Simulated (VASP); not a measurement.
## WS$_{2}$: computed properties

All values below come from LDA (Ceperley-Alder, Perdew-Zunger), VASP's LDA PAW potentials (set 64) (plane waves; VASP).

```yaml
space_group: P-3m1 (164)
cell: a = b = 3.128 Å, c = 22.325 Å, α = β = 90.00°, γ = 120.00°
band gap (over mesh and band path): 1.33 eV
smallest direct gap (over mesh and band path): 1.94 eV
band_edge_character: indirect, Γ to K-Γ at 0.44
```

```cif
data_S4W2
_chemical_formula_sum 'W2 S4'
_space_group_name_H-M_alt 'P 1'
_space_group_IT_number 1
_cell_length_a 3.12784
_cell_length_b 3.12784
_cell_length_c 22.32506
_cell_angle_alpha 90.000
_cell_angle_beta 90.000
_cell_angle_gamma 120.000
loop_
_space_group_symop_operation_xyz
  'x, y, z'
loop_
_atom_site_label
_atom_site_type_symbol
_atom_site_fract_x
_atom_site_fract_y
_atom_site_fract_z
_atom_site_occupancy
W1 W 0.33333 0.66667 0.63565 1
W2 W 0.66667 0.33333 0.36435 1
S1 S 0.33333 0.66667 0.29440 1
S2 S 0.66667 0.33333 0.70560 1
S3 S 0.66667 0.33333 0.56559 1
S4 S 0.33333 0.66667 0.43441 1
```

The cell holds vacuum, so volume and density refer to the whole cell.  The cell holds a wide vacuum, so values per volume refer to the whole cell. Unless said otherwise, spin-orbit coupling is left out, though it shifts the bands of the heavy elements here.

The cell is a sheet with vacuum, built from a database entry that may be metastable or hypothetical.
